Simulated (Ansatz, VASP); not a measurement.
# Cross-check of NaF (Villiaumite) between VASP and Ansatz, part 2 of 2

Aim: how closely do two programs agree when they are given the same cell, functional and k mesh? The cell is taken from a series of runs on this material, whose earlier steps may have relaxed, scaled, displaced or heated it; both programs get it as it stands.

VASP 6.6.1 and Ansatz 0.2.0.

So far: The structure; Ansatz: zone-centre phonons, LDA.

### Step 3. VASP: zone-centre phonons, LDA

Level of this step: LDA; plane waves and PAW (Na_pv, F) (VASP).

The same cell, functional (in two slightly different forms) and mesh now go to VASP, with its own data sets.

Lines of VASP's logs that name or quote its potential files are left out, and so is its time.

INCAR reads:

```
SYSTEM = NaF
PREC = Accurate
ENCUT = 600
EDIFF = 1E-08
NELM = 120
ISMEAR = 0
SIGMA = 0.01
LREAL = .FALSE.
ALGO = Normal
GGA = CA
NBANDS = 13
LORBIT = 11
LWAVE = .FALSE.
LCHARG = .FALSE.
ISIF = 2
IBRION = 8
LEPSILON = .TRUE.
LASPH = .TRUE.
GGA_COMPAT = .FALSE.
EFERMI = MIDGAP
KPAR = 2
```

POSCAR reads:

```
NaF
1.0
   -2.2619855654      0.0000000000      2.2619855654
    0.0000000000      2.2619855654      2.2619855654
   -2.2619855654      2.2619855654      0.0000000000
Na F
1 1
Direct
    0.0000000000      0.0000000000      0.0000000000
    0.5000000000      0.5000000000      0.5000000000
```

KPOINTS reads:

```
Automatic mesh
0
Gamma
8 8 8
0 0 0
```

PAW data sets: Na_pv and F (LDA family, release 64).

The run is started by

```
$ mpirun -np 2 vasp_std
```

Numbers of over 12 decimals in the logs are rounded to 6 here.

Log:

```text
[banner, memory and clock lines left out]
running    2 mpi-ranks, on    1 nodes
 distrk:  each k-point on    1 cores,    2 groups
 distr:  one band on    1 cores,    1 groups

 POSCAR found type information on POSCAR NaF
 POSCAR found :  2 types and       2 ions
 LDA part: xc-table for (Slater(with rela. corr.)+CA(PZ))
 , standard interpolation
 POSCAR, INCAR and KPOINTS ok, starting setup
 FFT: planning ... GRIDC
 FFT: planning ... GRID_SOFT
 FFT: planning ... GRID
 WAVECAR not read
 entering main loop
       N       E                     dE             d eps       ncg     rms          rms(c)
DAV:   1     0.115872736406E+03    0.11587E+03   -0.86330E+03   754   0.144E+03
DAV:   2    -0.402133402087E+01   -0.11989E+03   -0.11206E+03   809   0.367E+02
DAV:   3    -0.101234385498E+02   -0.61021E+01   -0.60889E+01   929   0.791E+01
DAV:   4    -0.101738133145E+02   -0.50375E-01   -0.50373E-01   824   0.757E+00
DAV:   5    -0.101742989774E+02   -0.48566E-03   -0.48566E-03   944   0.747E-01    0.508E+00
DAV:   6    -0.937799074228E+01    0.79631E+00   -0.28960E+00   894   0.167E+01    0.176E+00
DAV:   7    -0.934957254240E+01    0.28418E-01   -0.33938E-02   764   0.212E+00    0.971E-01
DAV:   8    -0.933416910359E+01    0.15403E-01   -0.21043E-02   829   0.324E+00    0.134E-01
DAV:   9    -0.933425814576E+01   -0.89042E-04   -0.21827E-03   854   0.444E-01    0.949E-02
DAV:  10    -0.933416616560E+01    0.91980E-04   -0.42061E-04   814   0.222E-01    0.681E-03
DAV:  11    -0.933416658260E+01   -0.41700E-06   -0.17751E-05   849   0.767E-02    0.355E-03
DAV:  12    -0.933416647438E+01    0.10822E-06   -0.62082E-07   883   0.106E-02    0.663E-04
DAV:  13    -0.933416646939E+01    0.49911E-08   -0.68544E-08  1032   0.282E-03
   1 F= -.93341665E+01 E0= -.93341665E+01  d E =0.000000E+00
 Linear response reoptimize wavefunctions to high precision
DAV:   1    -0.933416646656E+01    0.28201E-08   -0.86069E-09   799   0.106E-03
DAV:   2    -0.933416646661E+01   -0.50022E-10   -0.24437E-10   452   0.143E-04
 Linear response G [H, r] |phi>, progress :
  Direction:   1
       N       E                     dE             d eps       ncg     rms
RMM:   1    -0.436334899738E+02   -0.43633E+02   -0.15656E+02  1257   0.115E+02
RMM:   2    -0.436036624885E+02    0.29827E-01   -0.54026E+00  1350   0.226E+01
RMM:   3    -0.436014207609E+02    0.22417E-02   -0.30736E-01  1416   0.521E+00
RMM:   4    -0.436017298127E+02   -0.30905E-03   -0.71062E-03  1464   0.714E-01
RMM:   5    -0.436017466257E+02   -0.16813E-04   -0.16488E-04  1492   0.123E-01
RMM:   6    -0.436017473306E+02   -0.70483E-06   -0.62073E-06  1495   0.218E-02
RMM:   7    -0.436017473781E+02   -0.47489E-07    0.60324E-08  1464   0.393E-03
RMM:   8    -0.436017473396E+02    0.38486E-07    0.67252E-07  1382   0.115E-03
RMM:   9    -0.436017474639E+02   -0.12431E-06   -0.48688E-07  1166   0.605E-04
RMM:  10    -0.436017473894E+02    0.74451E-07    0.30167E-07   902   0.592E-04
RMM:  11    -0.436017473959E+02   -0.64922E-08    0.21992E-07   787   0.637E-04
RMM:  12    -0.436017473945E+02    0.13983E-08    0.27374E-07   711   0.638E-04
 Linear response G [H, r] |phi>, progress :
  Direction:   2
       N       E                     dE             d eps       ncg     rms
RMM:   1    -0.438895526340E+02   -0.43890E+02   -0.18241E+02  1284   0.113E+02
RMM:   2    -0.439464085029E+02   -0.56856E-01   -0.52421E+00  1350   0.233E+01
RMM:   3    -0.439624647461E+02   -0.16056E-01   -0.31695E-01  1423   0.523E+00
RMM:   4    -0.439625120200E+02   -0.47274E-04   -0.66675E-03  1473   0.695E-01
RMM:   5    -0.439625286870E+02   -0.16667E-04   -0.20165E-04  1501   0.131E-01
RMM:   6    -0.439625292635E+02   -0.57646E-06   -0.52136E-06  1498   0.204E-02
RMM:   7    -0.439625293221E+02   -0.58592E-07    0.31184E-08  1455   0.394E-03
RMM:   8    -0.439625292804E+02    0.41668E-07    0.62732E-07  1387   0.119E-03
RMM:   9    -0.439625293810E+02   -0.10059E-06   -0.43708E-07  1188   0.619E-04
RMM:  10    -0.439625293101E+02    0.70850E-07    0.28710E-07   903   0.593E-04
RMM:  11    -0.439625293167E+02   -0.65964E-08    0.24849E-07   783   0.638E-04
RMM:  12    -0.439625293153E+02    0.13971E-08    0.21668E-07   706   0.639E-04
 Linear response G [H, r] |phi>, progress :
  Direction:   3
       N       E                     dE             d eps       ncg     rms
RMM:   1    -0.424218963650E+02   -0.42422E+02   -0.15830E+02  1199   0.111E+02
RMM:   2    -0.417916268390E+02    0.63027E+00   -0.59638E+00  1318   0.220E+01
RMM:   3    -0.417744668436E+02    0.17160E-01   -0.38873E-01  1399   0.511E+00
RMM:   4    -0.417722346252E+02    0.22322E-02   -0.86024E-03  1427   0.724E-01
RMM:   5    -0.417722028975E+02    0.31728E-04   -0.22417E-04  1460   0.125E-01
RMM:   6    -0.417722028985E+02   -0.92975E-09   -0.70654E-06  1470   0.212E-02
RMM:   7    -0.417722029120E+02   -0.13555E-07   -0.18707E-07  1341   0.337E-03
RMM:   8    -0.417722029124E+02   -0.39040E-09   -0.18184E-08  1297   0.812E-04
 Linear response to external field (no local field effect), progress :
  Direction:   1
       N       E                     dE             d eps       ncg     rms          rms(c)
RMM:   1    -0.571263340729E-01   -0.57126E-01   -0.50356E-02   963   0.348E+00
RMM:   2    -0.663898061327E-01   -0.92635E-02   -0.44093E-03  1392   0.521E-01
[...]
RMM:   1    -0.541220004528E-01   -0.54122E-01   -0.65983E-02  1965   0.331E+00
RMM:   2    -0.614794842339E-01   -0.73575E-02   -0.39713E-03  2808   0.503E-01    0.375E-01
RMM:   3    -0.600913006320E-01    0.13882E-02   -0.88998E-04  2705   0.225E-01    0.219E-01
RMM:   4    -0.624162991872E-01   -0.23250E-02   -0.15903E-03  2764   0.308E-01    0.197E-02
RMM:   5    -0.627157821513E-01   -0.29948E-03   -0.42995E-05  2810   0.657E-02    0.340E-03
RMM:   6    -0.627464847507E-01   -0.30703E-04   -0.16725E-06  2866   0.109E-02    0.105E-03
RMM:   7    -0.627382267194E-01    0.82580E-05   -0.69636E-08  2831   0.253E-03    0.225E-04
RMM:   8    -0.627431410901E-01   -0.49144E-05   -0.67428E-09  2864   0.622E-04    0.554E-05
RMM:   9    -0.627437658518E-01   -0.62476E-06   -0.35257E-10  2470   0.145E-04    0.374E-05
RMM:  10    -0.627434986403E-01    0.26721E-06   -0.26317E-11  1529   0.474E-05    0.258E-06
 change of polarisation eV/A/(eV/A) component  1 :     0.117    -0.010     0.005
 dielectric tensor                  component  1 :     1.915    -0.078     0.037
 Linear response to external field, progress :
  Direction:   2
       N       E                     dE             d eps       ncg     rms          rms(c)
RMM:   1    -0.541362828491E-01   -0.54136E-01   -0.66125E-02  1965   0.329E+00
RMM:   2    -0.614798942160E-01   -0.73436E-02   -0.39639E-03  2804   0.500E-01    0.375E-01
RMM:   3    -0.600913973184E-01    0.13885E-02   -0.88877E-04  2693   0.225E-01    0.219E-01
RMM:   4    -0.624165035137E-01   -0.23251E-02   -0.15903E-03  2752   0.308E-01    0.197E-02
RMM:   5    -0.627157674623E-01   -0.29926E-03   -0.43122E-05  2792   0.659E-02    0.335E-03
RMM:   6    -0.627464945332E-01   -0.30727E-04   -0.17422E-06  2856   0.111E-02    0.107E-03
RMM:   7    -0.627380662658E-01    0.84283E-05   -0.78407E-08  2804   0.258E-03    0.240E-04
RMM:   8    -0.627431170609E-01   -0.50508E-05   -0.72372E-09  2873   0.643E-04    0.569E-05
RMM:   9    -0.627437550718E-01   -0.63801E-06   -0.39421E-10  2467   0.149E-04    0.365E-05
RMM:  10    -0.627434988766E-01    0.25620E-06   -0.22981E-11  1517   0.479E-05    0.253E-06
 change of polarisation eV/A/(eV/A) component  2 :    -0.015     0.117     0.005
 dielectric tensor                  component  2 :    -0.117     1.915     0.042
 Linear response to external field, progress :
  Direction:   3
       N       E                     dE             d eps       ncg     rms          rms(c)
RMM:   1    -0.541210931306E-01   -0.54121E-01   -0.65974E-02  1966   0.331E+00
RMM:   2    -0.614794847191E-01   -0.73584E-02   -0.39717E-03  2811   0.503E-01    0.375E-01
RMM:   3    -0.600913016330E-01    0.13882E-02   -0.89006E-04  2707   0.225E-01    0.219E-01
RMM:   4    -0.624163072399E-01   -0.23250E-02   -0.15905E-03  2763   0.308E-01    0.197E-02
RMM:   5    -0.627157932732E-01   -0.29949E-03   -0.42997E-05  2812   0.657E-02    0.340E-03
RMM:   6    -0.627464856573E-01   -0.30692E-04   -0.16725E-06  2869   0.109E-02    0.105E-03
RMM:   7    -0.627382249721E-01    0.82607E-05   -0.69649E-08  2830   0.253E-03    0.225E-04
RMM:   8    -0.627431405188E-01   -0.49155E-05   -0.67455E-09  2870   0.622E-04    0.554E-05
RMM:   9    -0.627437653392E-01   -0.62482E-06   -0.35618E-10  2474   0.145E-04    0.374E-05
RMM:  10    -0.627434981775E-01    0.26716E-06   -0.25358E-11  1529   0.474E-05    0.258E-06
 change of polarisation eV/A/(eV/A) component  3 :    -0.004    -0.001     0.117
 dielectric tensor                  component  3 :    -0.034    -0.004     1.915
 Linear response DOF=           2
 Linear response progress:
  Degree of freedom:   1/  2
       N       E                     dE             d eps       ncg     rms          rms(c)
RMM:   1    -0.156642813925E+00   -0.15664E+00   -0.24629E-01  1613   0.641E+00
RMM:   2    -0.160151358449E+00   -0.35085E-02   -0.13020E-02  2501   0.102E+00    0.155E-02
RMM:   3    -0.160207982234E+00   -0.56624E-04   -0.30799E-04  2791   0.152E-01    0.686E-03
RMM:   4    -0.160242343295E+00   -0.34361E-04   -0.19900E-05  2955   0.365E-02    0.182E-03
RMM:   5    -0.160252289569E+00   -0.99463E-05   -0.17529E-06  3078   0.957E-03    0.847E-04
RMM:   6    -0.160256703033E+00   -0.44135E-05   -0.22227E-07  3001   0.262E-03    0.946E-05
RMM:   7    -0.160257406700E+00   -0.70367E-06   -0.51925E-08  3123   0.910E-04    0.295E-05
RMM:   8    -0.160257674731E+00   -0.26803E-06   -0.11097E-08  3108   0.359E-04    0.148E-05
RMM:   9    -0.160257692271E+00   -0.17540E-07   -0.15761E-08  3160   0.168E-04    0.378E-06
RMM:  10    -0.160257713651E+00   -0.21379E-07    0.23663E-09  3060   0.813E-05    0.205E-06
RMM:  11    -0.160257739044E+00   -0.25394E-07   -0.17803E-08  2913   0.426E-05    0.261E-07
RMM:  12    -0.160257739579E+00   -0.53473E-09   -0.13436E-08  1944   0.220E-05    0.264E-07
 first order change of Fermi-energy   0.32199E-05
 force on displaced ion       1 direction 1 :  -2.799   0.000   0.000
 Born effective charge ion    1 direction 1 :   0.995   0.000   0.000
 Linear response progress:
  Degree of freedom:   2/  2
       N       E                     dE             d eps       ncg     rms          rms(c)
RMM:   1    -0.519724515148E+00   -0.51972E+00    0.60921E-01  2718   0.486E+00
RMM:   2    -0.516304898332E+00    0.34196E-02   -0.12203E-02  2827   0.102E+00    0.836E-02
RMM:   3    -0.517538062494E+00   -0.12332E-02   -0.57368E-04  2678   0.189E-01    0.447E-02
RMM:   4    -0.519263506279E+00   -0.17254E-02   -0.19494E-04  2595   0.964E-02    0.973E-03
RMM:   5    -0.519458995900E+00   -0.19549E-03   -0.62184E-06  2856   0.247E-02    0.398E-03
RMM:   6    -0.519328298732E+00    0.13070E-03   -0.87340E-07  2547   0.717E-03    0.910E-04
RMM:   7    -0.519298536137E+00    0.29763E-04   -0.65646E-08  2693   0.231E-03    0.160E-04
RMM:   8    -0.519304148307E+00   -0.56122E-05   -0.42063E-09  2781   0.623E-04    0.315E-05
RMM:   9    -0.519304402814E+00   -0.25451E-06   -0.40952E-10  2925   0.125E-04    0.128E-05
RMM:  10    -0.519304082276E+00    0.32054E-06   -0.24741E-10  2812   0.288E-05    0.151E-06
RMM:  11    -0.519304061747E+00    0.20529E-07   -0.23155E-10  2887   0.112E-05    0.361E-07
RMM:  12    -0.519304068182E+00   -0.64347E-08   -0.22378E-10  1963   0.752E-06    0.458E-08
 first order change of Fermi-energy  -0.68084E-03
 force on displaced ion       2 direction 1 :  -2.810   0.000   0.000
 Born effective charge ion    2 direction 1 :  -0.996   0.000   0.000
 Born effective charges drift removed
 Linear response finished
```

Parts of OUTCAR (step 3):

```text
ion  position               nearest neighbor table
   1  0.000  0.000  0.000-   2 2.26   2 2.26   2 2.26   2 2.26   2 2.26   2 2.26
   2  0.500  0.500  0.500-   1 2.26   1 2.26   1 2.26   1 2.26   1 2.26   1 2.26

  LATTYP: Found a face centered cubic cell.
 ALAT       =     4.5239711308

 Subroutine GETGRP returns: Found 48 space group operations
 (whereof 48 operations were pure point group operations)

The static configuration has the point symmetry O_h .

 Found     29 irreducible k-points:

   k-points           NKPTS =     29   k-points in BZ     NKDIM =     29   number of bands    NBANDS=     13

   dimension x,y,z NGX =    28 NGY =   28 NGZ =   28
   dimension x,y,z NGXF=    56 NGYF=   56 NGZF=   56

   ENCUT  =  600.0 eV  44.10 Ry    6.64 a.u.   6.39  6.39  6.39*2*pi/ulx,y,z

   NELECT =      14.0000    total number of electrons

 k-points in reciprocal lattice and weights: Automatic mesh
   0.00000000  0.00000000  0.00000000       0.002
   0.12500000  0.00000000  0.00000000       0.016
   0.25000000  0.00000000  0.00000000       0.016
   0.37500000  0.00000000  0.00000000       0.016
   0.50000000  0.00000000  0.00000000       0.008
   0.12500000  0.12500000  0.00000000       0.012
   0.25000000  0.12500000  0.00000000       0.047
   0.37500000  0.12500000  0.00000000       0.047
   0.50000000  0.12500000  0.00000000       0.047
[...]
-0.37500000  0.50000000  0.12500000       0.023
  -0.25000000  0.50000000  0.25000000       0.012

 average (electrostatic) potential at core
       1 -45.1724       2 -77.1581

  Total       -0.1422240     -0.1422240     -0.1422240     -0.0000000      0.0000000      0.0000000
  in kB       -9.8442802     -9.8442802     -9.8442802     -0.0000000      0.0000000      0.0000000
  external PRESSURE =      -9.8442802 kB  Pullay stress =       0.0000000 kB

  energy-cutoff  :      600.00
  volume of cell :       23.15
      direct lattice vectors                 reciprocal lattice vectors
    -2.261985565  0.000000000  2.261985565    -0.221044735 -0.221044735  0.221044735
     0.000000000  2.261985565  2.261985565     0.221044735  0.221044735  0.221044735
    -2.261985565  2.261985565  0.000000000    -0.221044735  0.221044735 -0.221044735

 POSITION                                       TOTAL-FORCE (eV/Angst)
 -----------------------------------------------------------------------------------
      0.00000      0.00000      0.00000         0.000000      0.000000      0.000000
     -2.26199      2.26199      2.26199        -0.000000     -0.000000     -0.000000
 -----------------------------------------------------------------------------------
    total drift:                               -0.000000      0.000000      0.000000

 MACROSCOPIC STATIC DIELECTRIC TENSOR (including local field effects in DFT)
 ------------------------------------------------------
           1.915144     0.000000     0.000000
           0.000000     1.915144    -0.000000
          -0.000000     0.000000     1.915144
 ------------------------------------------------------

 PIEZOELECTRIC TENSOR (including local field effects)  for field in x, y, z        (C/m^2)
          XX          YY          ZZ          XY          YZ          ZX
  --------------------------------------------------------------------------------
  x     0.00000     0.00000     0.00000     0.00000     0.00000     0.00000
  y     0.00000     0.00000     0.00000     0.00000     0.00000     0.00000
  z     0.00000     0.00000     0.00000     0.00000     0.00000     0.00000

 BORN EFFECTIVE CHARGES (including local field effects) (in |e|, cummulative output)
 ---------------------------------------------------------------------------------
 ion    1
    1     0.99554     0.00000     0.00000
    2     0.00000     0.99554     0.00000
    3     0.00000     0.00000     0.99554
 ion    2
    1    -0.99554     0.00000     0.00000
    2     0.00000    -0.99554     0.00000
    3     0.00000     0.00000    -0.99554

 Eigenvectors and eigenvalues of the dynamical matrix
 ----------------------------------------------------

   1 f  =    8.118664 THz    51.011069 2PiTHz  270.809473 cm-1    33.576080 meV
             X         Y         Z           dx          dy          dz
      0.000000  0.000000  0.000000    -0.671944    0.000000    0.000000
     -2.261986  2.261986  2.261986     0.740602    0.000000    0.000000

   2 f  =    8.118664 THz    51.011069 2PiTHz  270.809473 cm-1    33.576080 meV
             X         Y         Z           dx          dy          dz
      0.000000  0.000000  0.000000     0.000000    0.000000   -0.671944
     -2.261986  2.261986  2.261986     0.000000    0.000000    0.740602

   3 f  =    8.118664 THz    51.011069 2PiTHz  270.809473 cm-1    33.576080 meV
             X         Y         Z           dx          dy          dz
      0.000000  0.000000  0.000000    -0.000000    0.671944    0.000000
     -2.261986  2.261986  2.261986     0.000000   -0.740602    0.000000

   4 f/i=    0.007777 THz     0.048866 2PiTHz    0.259420 cm-1     0.032164 meV
             X         Y         Z           dx          dy          dz
      0.000000  0.000000  0.000000    -0.000000   -0.740602    0.000000
     -2.261986  2.261986  2.261986     0.000000   -0.671944    0.000000

   5 f/i=    0.007777 THz     0.048866 2PiTHz    0.259420 cm-1     0.032164 meV
             X         Y         Z           dx          dy          dz
      0.000000  0.000000  0.000000     0.740602    0.000000    0.000000
     -2.261986  2.261986  2.261986     0.671944    0.000000    0.000000

   6 f/i=    0.007777 THz     0.048866 2PiTHz    0.259420 cm-1     0.032164 meV
             X         Y         Z           dx          dy          dz
      0.000000  0.000000  0.000000     0.000000    0.000000    0.740602
     -2.261986  2.261986  2.261986     0.000000    0.000000    0.671944

 MACROSCOPIC STATIC DIELECTRIC TENSOR IONIC CONTRIBUTION
 ------------------------------------------------------
           2.762325    -0.000000    -0.000000
          -0.000000     2.762325    -0.000000
          -0.000000    -0.000000     2.762325
 ------------------------------------------------------

 ELASTIC MODULI CONTR FROM IONIC RELAXATION (kBar)
 Direction    XX          YY          ZZ          XY          YZ          ZX
 --------------------------------------------------------------------------------
 XX           0.0000      0.0000      0.0000      0.0000      0.0000      0.0000
 YY           0.0000      0.0000      0.0000      0.0000      0.0000      0.0000
 ZZ           0.0000      0.0000      0.0000      0.0000      0.0000      0.0000
 XY           0.0000      0.0000      0.0000      0.0000      0.0000      0.0000
 YZ           0.0000      0.0000      0.0000      0.0000      0.0000      0.0000
 ZX           0.0000      0.0000      0.0000      0.0000      0.0000      0.0000
 --------------------------------------------------------------------------------

 PIEZOELECTRIC TENSOR IONIC CONTR  for field in x, y, z        (C/m^2)
          XX          YY          ZZ          XY          YZ          ZX
  --------------------------------------------------------------------------------
  x     0.00000     0.00000     0.00000     0.00000     0.00000     0.00000
  y     0.00000     0.00000     0.00000     0.00000     0.00000     0.00000
  z     0.00000     0.00000     0.00000     0.00000     0.00000     0.00000
```

### Step 4. Comparison

Known differences besides the potentials themselves: the two LDA forms differ slightly; fixed occupations in Ansatz, narrow Gaussian smearing in VASP; VASP's run holds the zone centre alone; the data sets hold 16 valence electrons in Ansatz (on its default PAW (the set named soft_2) files) and 14 in VASP; the cutoff is 420 eV in Ansatz and 600 eV in VASP; VASP's log shows a relativistic correction to its local exchange, Ansatz's none. Total energies have different zeros and are not compared.

Both answers:

```
                                     quantity  Ansatz   VASP  difference
                                        ε∞ xx    1.93   1.92     +0.53 %
                                        ε∞ yy    1.93   1.92     +0.53 %
                                        ε∞ zz    1.93   1.92     +0.53 %
Born charge of Na1 (mean of the diagonal) (e)    1.00   1.00        0.00
 Born charge of F2 (mean of the diagonal) (e)   -1.00  -1.00        0.00
                   optical mode 1 to 3 (cm⁻¹)   266.2  270.8     -1.69 %
```

Modes are paired by rising frequency, not by their patterns, so a pair may set unlike modes beside each other; they are those without the splitting of longitudinal modes.

### Step 5. What came out

```
r.m.s. difference of the optical zone-centre modes, each program's sorted by frequency (zone-centre phonons, LDA) : 4.6 cm⁻¹
difference in optical mode 1 to 3 (zone-centre phonons, LDA)                                                      : -1.7 %
```

What this shows: The r.m.s. difference of the optical zone-centre modes, each program's sorted by frequency is 4.6 cm⁻¹ (zone-centre phonons, LDA). The data sets hold unlike numbers of valence electrons (16 in Ansatz and 14 in VASP), so part of the differences comes from the potentials. Among the rows given in per cent, the largest difference of the zone-centre phonons, LDA pair is in optical mode 1 to 3, -1.7 %. How closely two codes agree says nothing of how well the functional describes the real material.

[Lines on the potential files, build, host, timing and source positions are cut from VASP's logs without a mark.]

[Logs are printed without paths, hosts, clocks, repeated set-up lines and the standing remarks that a program may print on its own settings, such as how far it seeks lower states.]

[Hosts, paths, dates, database ids (printed as entryN), source tags and the programs' standing remarks are cut or masked in the printed files.]
